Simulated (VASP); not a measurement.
Computed with PBE GGA, VASP's PBE PAW potentials (set 64) (plane waves; VASP).

The input files of a VASP run:

INCAR:
```
SYSTEM=Sn
LWAVE=.False.
ENCUT=400   ! plane-wave cut-off (eV)
EDIFF=1E-6
LREAL=.False.
ALGO=Normal   ! blocked Davidson
LCHARG=.False.
ISMEAR=1   ! Methfessel-Paxton
NELM=100   ! most electronic steps
ISIF=2
IMIX=4
GGA=PE   ! PBE
LMAXMIX=4
AMIX=0.1
BMIX=0.0001
SIGMA=0.1   ! width (eV)
PREC=Accurate
LASPH=.True.   ! aspherical one-centre terms
```

KPOINTS:
```
Automatic
0
gamma
12 12 12
0 0 0
```

POSCAR:
```
Sn
1
   -2.9150000000     2.9150000000     1.5900000000
    2.9150000000    -2.9150000000     1.5900000000
    2.9150000000     2.9150000000    -1.5900000000
Sn
2
Direct
  0.2500000000   0.7500000000   0.5000000000
  0.0000000000   0.0000000000   0.0000000000
```

POTCAR, in this order: Sn_d (PBE.64 set). Program: vasp_std.

What VASP printed:

File OSZICAR:
```
       N       E                     dE             d eps       ncg     rms          rms(c)
DAV:   1     0.187470815911E+03    0.18747E+03   -0.13189E+04  5880   0.209E+03
DAV:   2     0.876332985864E+01   -0.17871E+03   -0.17686E+03  5880   0.410E+02
DAV:   3    -0.714216355047E+01   -0.15905E+02   -0.15716E+02  6762   0.131E+02
DAV:   4    -0.759423961269E+01   -0.45208E+00   -0.45114E+00  6674   0.243E+01
DAV:   5    -0.761132410638E+01   -0.17084E-01   -0.17084E-01  7900   0.422E+00    0.240E+00
DAV:   6    -0.760543373896E+01    0.58904E-02   -0.72568E-03  7208   0.105E+00    0.211E+00
DAV:   7    -0.759191750434E+01    0.13516E-01   -0.99870E-02  7634   0.520E+00    0.382E-01
DAV:   8    -0.759189024058E+01    0.27264E-04   -0.21506E-03  6144   0.487E-01    0.192E-01
DAV:   9    -0.759043763450E+01    0.14526E-02   -0.74999E-03  7610   0.143E+00    0.291E-02
DAV:  10    -0.759043000880E+01    0.76257E-05   -0.10469E-04  6306   0.133E-01    0.245E-02
DAV:  11    -0.759042529560E+01    0.47132E-05   -0.18030E-05  6660   0.527E-02    0.966E-03
DAV:  12    -0.759042809496E+01   -0.27994E-05   -0.89862E-06  7290   0.465E-02    0.775E-03
DAV:  13    -0.759042788254E+01    0.21242E-06   -0.28549E-07  3128   0.611E-03
   1 F= -.75904279E+01 E0= -.75902760E+01  d E =-.455606E-03
```

OUTCAR:
```
------------------------ aborting loop because EDIFF is reached ----------------------------------------
  FORCE on cell =-STRESS in cart. coord.  units (eV):
  Direction    XX          YY          ZZ          XY          YZ          ZX
  --------------------------------------------------------------------------------------
  Total        0.8584030      0.8584030      0.7342165      0.0000000      0.0000000      0.0000000
  in kB       25.4488153     25.4488153     21.7670953      0.0000000      0.0000000      0.0000000
  external PRESSURE =      24.2215753 kB  Pullay stress =       0.0000000 kB
  volume of cell :       54.04
      direct lattice vectors                 reciprocal lattice vectors
    -2.915000000  2.915000000  1.590000000     0.000000000  0.171526587  0.314465409
     2.915000000 -2.915000000  1.590000000     0.171526587  0.000000000  0.314465409
     2.915000000  2.915000000 -1.590000000     0.171526587  0.171526587  0.000000000
 POSITION                                       TOTAL-FORCE (eV/Angst)
 -----------------------------------------------------------------------------------
      2.91500     -0.00000      0.79500        -0.000000      0.000000     -0.000000
      0.00000      0.00000      0.00000         0.000000     -0.000000      0.000000
 -----------------------------------------------------------------------------------
    total drift:                                0.000000     -0.000000      0.000000
  FREE ENERGIE OF THE ION-ELECTRON SYSTEM (eV)
  ---------------------------------------------------
  free  energy   TOTEN  =        -7.5904278825 eV

  energy  without entropy=       -7.5899722770  energy(sigma->0) =       -7.59027601
```
(Selected blocks of OUTCAR.)

The compound is Sn in the beta structure. The cell was not relaxed at this level. The run is one of a series of settings (AMIX = 0.1, BMIX = 0.0001, IMIX = 4 against the base run), some of them coarse on purpose.
